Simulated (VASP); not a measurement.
A VASP calculation is set up with these files.

INCAR:
```
SYSTEM = SnTe
PREC = Accurate
ENCUT = 400
EDIFF = 1E-6
NELM = 100
ALGO = Normal
LREAL = .FALSE.
LASPH = .TRUE.
ISMEAR = 0
SIGMA = 0.05
GGA = PE
LMAXMIX = 4
LWAVE = .FALSE.
LCHARG = .FALSE.
ISIF = 2
IBRION = 0
NSW = 3
TEBEG = 300
```

File POSCAR:
```
SnTe
1
    0.0000000000     3.1600000000     3.1600000000
    3.1600000000     0.0000000000     3.1600000000
    3.1600000000     3.1600000000     0.0000000000
Sn Te
1 1
Direct
  0.0000000000   0.0000000000   0.0000000000
  0.5000000000   0.5000000000   0.5000000000
```

File KPOINTS:
```
Automatic mesh
0
Gamma
6 6 6
0 0 0
```

POTCAR, in this order: Sn_d Te (PBE.64 set). Program: vasp_std.

The resulting files:

File standard output:
```
 POSCAR found type information on POSCAR SnTe
 POSCAR found :  2 types and       2 ions
 Reading from existing POTCAR

 -----------------------------------------------------------------------------
|                                                                             |
|     EEEEEEE  RRRRRR   RRRRRR   OOOOOOO  RRRRRR      ###     ###     ###     |
|     E        R     R  R     R  O     O  R     R     ###     ###     ###     |
|     E        R     R  R     R  O     O  R     R     ###     ###     ###     |
|     EEEEE    RRRRRR   RRRRRR   O     O  RRRRRR       #       #       #      |
|     E        R   R    R   R    O     O  R   R                               |
|     E        R    R   R    R   O     O  R    R      ###     ###     ###     |
|     EEEEEEE  R     R  R     R  OOOOOOO  R     R     ###     ###     ###     |
|                                                                             |
|     Fatal error! IBRION=0, but no entry for POTIM on file INCAR. MUST       |
|     be specified!                                                           |
|                                                                             |
|       ---->  I REFUSE TO CONTINUE WITH THIS SICK JOB ... BYE!!! <----       |
|                                                                             |
 -----------------------------------------------------------------------------
```

Task: Read input and log: which fault does this run have?
(A) POTIM is too large for the ionic optimiser
(B) molecular dynamics (IBRION = 0) was asked for without POTIM
(C) the lattice vectors form a left-handed set
(D) NBANDS is too small to hold all electrons

Result: B, molecular dynamics (IBRION = 0) was asked for without POTIM. VASP stops with an error: Fatal error! IBRION=0, but no entry for POTIM on file INCAR. MUST be specified! ----> I REFUSE TO CONTINUE WITH THIS SICK JOB ... BYE!!! <----

To mend it, set POTIM to the time step in fs (1 to 2 fs suits most solids). The plain static run on this cell (PBE GGA, plane waves, VASP's PBE PAW potentials (set 64)) converges, and its OSZICAR ends with
```
   1 F= -.75492994E+01 E0= -.75489832E+01  d E =-.632414E-03
```

The compound is SnTe in the rock salt structure, which distorts at low temperature. The cell was not relaxed at this level.
